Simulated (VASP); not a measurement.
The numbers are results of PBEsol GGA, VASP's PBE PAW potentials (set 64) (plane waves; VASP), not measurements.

The input files of a VASP run:

### POSCAR
```
I
1
   -0.0000000000     2.5121398010     2.5121398010
    2.5121398010     0.0000000000     2.5121398010
    2.5121398010     2.5121398010     0.0000000000
I
1
Direct
  0.0000000000   1.0000000000   0.0000000000
```

KPOINTS:
```
Automatic mesh
0
Gamma
14 14 14
0 0 0
```

### INCAR
```
ALGO  =  Normal
EDIFF  =  1E-7
ENCUT  =  400
GGA  =  PS
ISIF  =  2
ISMEAR  =  -5
LASPH  =  .TRUE.
LCHARG  =  .TRUE.
LMAXMIX  =  4
LORBIT  =  11
LREAL  =  .FALSE.
LWAVE  =  .FALSE.
NEDOS  =  601
NELM  =  100
PREC  =  Accurate
SYSTEM  =  I
```

POTCAR, in this order: I (PBE.64 set). Program: vasp_std.

Output

### OUTCAR
```
 ion  position               nearest neighbor table
   1  0.000  0.000  0.000-
  LATTYP: Found a face centered cubic cell.
 ALAT       =     5.0242796020
 Subroutine PRICEL returns:
 Original cell was already a primitive cell.
 Subroutine GETGRP returns: Found 48 space group operations
The static configuration has the point symmetry O_h .
The dynamic configuration has the point symmetry O_h .
 Subroutine INISYM returns: Found 48 space group operations
 Subroutine IBZKPT returns following result:
 Found    104 irreducible k-points:

 Following reciprocal coordinates:
            Coordinates               Weight
  0.000000  0.000000  0.000000      1.000000
  0.071429  0.000000  0.000000      8.000000
  0.142857  0.000000  0.000000      8.000000
  0.214286  0.000000  0.000000      8.000000
  0.285714  0.000000  0.000000      8.000000
  0.357143  0.000000  0.000000      8.000000
  0.428571  0.000000  0.000000      8.000000
  0.500000  0.000000  0.000000      4.000000
  0.071429  0.071429  0.000000      6.000000
  0.142857  0.071429  0.000000     24.000000
  0.214286  0.071429  0.000000     24.000000
  0.285714  0.071429  0.000000     24.000000
  0.357143  0.071429  0.000000     24.000000
  0.428571  0.071429  0.000000     24.000000
  0.500000  0.071429  0.000000     24.000000
 -0.428571  0.071429  0.000000     24.000000
 -0.357143  0.071429  0.000000     24.000000
 -0.285714  0.071429  0.000000     24.000000
 -0.214286  0.071429  0.000000     24.000000
 -0.142857  0.071429  0.000000     24.000000
 -0.071429  0.071429  0.000000     12.000000
  0.142857  0.142857  0.000000      6.000000
  0.214286  0.142857  0.000000     24.000000
  0.285714  0.142857  0.000000     24.000000
  0.357143  0.142857  0.000000     24.000000
  0.428571  0.142857  0.000000     24.000000
  0.500000  0.142857  0.000000     24.000000
 -0.428571  0.142857  0.000000     24.000000
 -0.357143  0.142857  0.000000     24.000000
 -0.285714  0.142857  0.000000     24.000000
 -0.214286  0.142857  0.000000     24.000000
 -0.142857  0.142857  0.000000     12.000000
  0.214286  0.214286  0.000000      6.000000
  0.285714  0.214286  0.000000     24.000000
  0.357143  0.214286  0.000000     24.000000
  0.428571  0.214286  0.000000     24.000000
  0.500000  0.214286  0.000000     24.000000
 -0.428571  0.214286  0.000000     24.000000
 -0.357143  0.214286  0.000000     24.000000
 -0.285714  0.214286  0.000000     24.000000
   k-points           NKPTS =    104   k-points in BZ     NKDIM =    104   number of bands    NBANDS=      7
   number of dos      NEDOS =    601   number of ions     NIONS =      1
   total plane-waves  NPLWV =  13824
   dimension x,y,z NGX =    24 NGY =   24 NGZ =   24
   dimension x,y,z NGXF=    48 NGYF=   48 NGZF=   48
   ions per type =               1
   PREC   = accura    normal or accurate (medium, high low for compatibility)
   ISTART =      0    job   : 0-new  1-cont  2-samecut
   ICHARG =      2    charge: 1-file 2-atom 10-const
   ISPIN  =      1    spin polarized calculation?
   LNONCOLLINEAR =      F non collinear calculations
   LSORBIT =      F    spin-orbit coupling
   INIWAV =      1    electr: 0-lowe 1-rand  2-diag
   ENCUT  =  400.0 eV  29.40 Ry    5.42 a.u.   5.79  5.79  5.79*2*pi/ulx,y,z
   NELM   =    100;   NELMIN=  2; NELMDL= -5     # of ELM steps
   EDIFF  = 0.1E-06   stopping-criterion for ELM
   LREAL  =      F    real-space projection
   NLSPLINE    = F    spline interpolate recip. space projectors
   LMAXMIX     =    4 max onsite mixed and CHGCAR
   VOSKOWN=      0    Vosko Wilk Nusair interpolation
...
```

### OSZICAR
```
       N       E                     dE             d eps       ncg     rms          rms(c)
DAV:   1     0.180103492828E+02    0.18010E+02   -0.22312E+03  1470   0.572E+02
DAV:   2    -0.890148833686E+00   -0.18900E+02   -0.18647E+02  1995   0.897E+01
DAV:   3    -0.138202504091E+01   -0.49188E+00   -0.48795E+00  1827   0.171E+01
DAV:   4    -0.138425829058E+01   -0.22332E-02   -0.22462E-02  2422   0.141E+00
DAV:   5    -0.138426360327E+01   -0.53127E-05   -0.54553E-05  2072   0.467E-02    0.499E+00
DAV:   6    -0.138311750002E+01    0.11461E-02   -0.21972E-03  2163   0.305E-01    0.303E+00
DAV:   7    -0.138302295068E+01    0.94549E-04   -0.38200E-03  1813   0.413E-01    0.111E-01
DAV:   8    -0.138299399989E+01    0.28951E-04   -0.16279E-04  1939   0.828E-02    0.160E-02
DAV:   9    -0.138299434412E+01   -0.34423E-06   -0.19458E-06  2380   0.137E-02    0.743E-03
DAV:  10    -0.138299400895E+01    0.33517E-06   -0.45091E-07  2009   0.394E-03    0.686E-03
DAV:  11    -0.138299400945E+01   -0.50255E-09   -0.46507E-08  1596   0.194E-03
   1 F= -.13829940E+01 E0= -.13829940E+01  d E =0.000000E+00
```

OUTCAR:
```
------------------------ aborting loop because EDIFF is reached ----------------------------------------
  FORCE on cell =-STRESS in cart. coord.  units (eV):
  Direction    XX          YY          ZZ          XY          YZ          ZX
  --------------------------------------------------------------------------------------
  Total        0.0102446      0.0102446      0.0102446      0.0000000      0.0000000     -0.0000000
  in kB        0.5176570      0.5176570      0.5176570      0.0000000      0.0000000     -0.0000000
  external PRESSURE =       0.5176570 kB  Pullay stress =       0.0000000 kB
  volume of cell :       31.71
      direct lattice vectors                 reciprocal lattice vectors
     0.000000000  2.512139801  2.512139801    -0.199033509  0.199033509  0.199033509
     2.512139801  0.000000000  2.512139801     0.199033509 -0.199033509  0.199033509
     2.512139801  2.512139801  0.000000000     0.199033509  0.199033509 -0.199033509
 POSITION                                       TOTAL-FORCE (eV/Angst)
 -----------------------------------------------------------------------------------
      0.00000      0.00000      0.00000         0.000000      0.000000     -0.000000
 -----------------------------------------------------------------------------------
    total drift:                               -0.000000      0.000000      0.000000
  FREE ENERGIE OF THE ION-ELECTRON SYSTEM (eV)
  ---------------------------------------------------
  free  energy   TOTEN  =        -1.3829940095 eV

  energy  without entropy=       -1.3829940095  energy(sigma->0) =       -1.38299401

 total charge

# of ion       s       p       d       tot
------------------------------------------
    1        1.548   2.571   0.031   4.150
```
(Selected blocks of OUTCAR.)

For a metal the tetrahedron method with Blöchl corrections gives inexact stress and forces.

The structure was generated: I was put into the fcc type (Fm-3m), which need not be its known phase. It was relaxed first, which changed the volume by -10 %.
